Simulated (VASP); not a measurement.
Cd$_{3}$MgTe$_{4}$ (ordered alloy cell): computed properties

Level of theory: PBEsol GGA, VASP's PBE PAW potentials (set 64) (plane waves; VASP 6.6.1).

| Quantity | Result |
|---|---|
| space group | Amm2 (38) |
| cell | a = 4.5789 Å, b = 9.1477 Å, c = 12.9315 Å, α = 90.00°, β = 90.00°, γ = 90.00° |
| volume per atom | 33.85 Å³/atom |
| band gap (over mesh and band path) | 0.99 eV |
| smallest direct gap (over mesh and band path) | 0.99 eV |
| band-edge character | direct, Γ to Γ |
| density | 5.35 g/cm³ |

```
Cd3MgTe4
1.0
    0.00358     6.47197     6.46575
    6.47197     0.00358     6.46575
    3.23778     3.23778     0.00000
Mg Te Cd
1 4 3
Direct
  0.00049   0.00049   0.99903
  0.12306   0.12306   0.25388
  0.12405   0.62780   0.24816
  0.62780   0.12405   0.24816
  0.62500   0.62500   0.25000
  0.00069   0.49930   0.00001
  0.49930   0.00069   0.00001
  0.49962   0.49962   0.00076
```

Unless said otherwise, spin-orbit coupling is left out, though it shifts the bands of the heavy elements here.

The structure was generated: Cd3MgTe4 was put into an ordered model structure (Amm2), which need not be its known phase. It was relaxed first. Symmetry was kept, so distortions that lower it aren't found.
